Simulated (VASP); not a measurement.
Given:

```yaml
crystal:
  lattice:
    - [3.00896, 0.00000, 0.00000]
    - [-1.50448, 2.60584, 0.00000]
    - [0.00000, 0.00000, 7.34581]
  atoms:
    - { symbol: Mg, position: [0.00000, 0.00000, 0.00000] }
    - { symbol: Zn, position: [0.33333, 0.66667, 0.66871] }
    - { symbol: Zn, position: [0.66667, 0.33333, 0.33129] }
    - { symbol: O, position: [0.33333, 0.66667, 0.16041] }
    - { symbol: O, position: [0.66667, 0.33333, 0.83959] }
    - { symbol: O, position: [0.00000, 0.00000, 0.50000] }
```

Level of theory: r2SCAN meta-GGA, VASP's PBE PAW potentials (set 64) (plane waves; VASP). Numerical set-up: 520 eV cut-off, 9×9×4 Γ-centred mesh, tetrahedra with Blöchl corrections, potentials Mg Zn O.

**Question.** Give the energies of bands 12 to 25 at the high-symmetry points, in eV from the valence-band maximum.

**Answer.** 
```json
[
 {"band": "12", "Γ": "-4.34", "M": "-4.33", "K": "-4.56", "A": "-4.35", "L": "-4.30", "H": "-4.52"},
 {"band": "13", "Γ": "-4.34", "M": "-4.21", "K": "-4.22", "A": "-4.35", "L": "-4.21", "H": "-4.20"},
 {"band": "14", "Γ": "-3.85", "M": "-4.17", "K": "-3.74", "A": "-3.72", "L": "-4.17", "H": "-3.81"},
 {"band": "15", "Γ": "-3.42", "M": "-3.77", "K": "-3.74", "A": "-2.58", "L": "-3.59", "H": "-3.81"},
 {"band": "16", "Γ": "-1.04", "M": "-3.38", "K": "-3.22", "A": "-2.53", "L": "-3.43", "H": "-3.24"},
 {"band": "17", "Γ": "-1.04", "M": "-2.48", "K": "-3.22", "A": "-1.30", "L": "-2.91", "H": "-2.87"},
 {"band": "18", "Γ": "-1.02", "M": "-2.45", "K": "-2.96", "A": "-1.30", "L": "-2.25", "H": "-2.87"},
 {"band": "19", "Γ": "-0.95", "M": "-1.63", "K": "-2.63", "A": "-0.58", "L": "-2.12", "H": "-2.08"},
 {"band": "20", "Γ": "-0.95", "M": "-1.19", "K": "-1.06", "A": "-0.58", "L": "-1.56", "H": "-1.36"},
 {"band": "21", "Γ": "0.00", "M": "-0.72", "K": "-1.06", "A": "-0.11", "L": "-0.16", "H": "-1.36"},
 {"band": "22", "Γ": "0.00", "M": "-0.33", "K": "-0.54", "A": "-0.11", "L": "-0.11", "H": "-0.85"},
 {"band": "23", "Γ": "2.58", "M": "6.13", "K": "8.23", "A": "3.86", "L": "6.53", "H": "8.38"},
 {"band": "24", "Γ": "6.35", "M": "7.81", "K": "8.23", "A": "4.94", "L": "6.90", "H": "8.38"},
 {"band": "25", "Γ": "6.55", "M": "8.28", "K": "9.43", "A": "6.94", "L": "8.24", "H": "9.78"}
]
```

The gap is direct, 2.58 eV, from the valence maximum at Γ to the conduction minimum at Γ.

The structure comes from a computed database's MgZn2O3 entry (P-3m1); how it stands against other phases isn't given here. It was relaxed first.
